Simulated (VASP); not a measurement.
Runs of VASP 6.6.1 on OAlClH2. The cell holds a molecule in a box, 5 atoms: a = 13.000 Å, b = 13.000 Å, c = 11.000 Å, α = 90.00°, β = 90.00°, γ = 90.00°. 

| task | level | potentials or basis | cell | cutoff (eV) | grid for exact exchange (PRECFOCK) | exchange at q = 0 | gap on the mesh (eV) | largest force (eV/Å) |
| --- | --- | --- | --- | --- | --- | --- | --- | --- |
| electron localisation function | PBE | VASP PAW PBE potentials, release 64 (O, Al, Cl, H) | as given | 520 | - | - | 6.12 | 0.60 |
| single point | PBE | VASP PAW PBE potentials, release 64 (O, Al, Cl, H) | as given | 520 | - | - | 6.12 | 0.60 |
| atomic charges | PBE+TS | VASP PAW PBE potentials, release 64 (O, Al, Cl, H) | as given | 520 | - | - | 6.12 | (a) |
| single point | PBE | VASP PAW PBE potentials, release 64 (O, Al, Cl, H) | atoms moved at random, drawn with an rms of 0.05 Å | 520 | - | - | 6.02 | 1.84 |
| relaxation of the atoms | PBE | VASP PAW PBE potentials, release 64 (O, Al, Cl, H) | atoms relaxed from: atoms moved at random, drawn with an rms of 0.02 Å | 520 | - | - | 6.08 | 0.01 |
| single point | r2SCAN | VASP PAW PBE potentials, release 64 (O_h, Al, Cl_h, H_h) | as given | 900 | - | - | 6.84 | 0.09 |
| single point | BLYP+D3(BJ) | VASP PAW PBE potentials, release 64 (O, Al, Cl, H) | as given | 520 | - | - | 6.07 | 0.65 |
| single point | SCAN | VASP PAW PBE potentials, release 64 (O, Al, Cl, H) | as given | 520 | - | - | 6.80 | (b) |
| single point | PBE0+TS | VASP PAW PBE potentials, release 64 (O, Al, Cl, H) | as given | 520 | Fast | truncated | 8.29 | 0.08 |

Alike in all rows: no spin polarisation; k mesh 1 × 1 × 1; smearing gaussian 0.01 eV.

**Question.** Fill in the values left out.

**Answer.** (a) 0.59; (b) 0.20.

Caveats: the PAW data sets were made with another functional, which shifts forces and pressure a little (some runs).

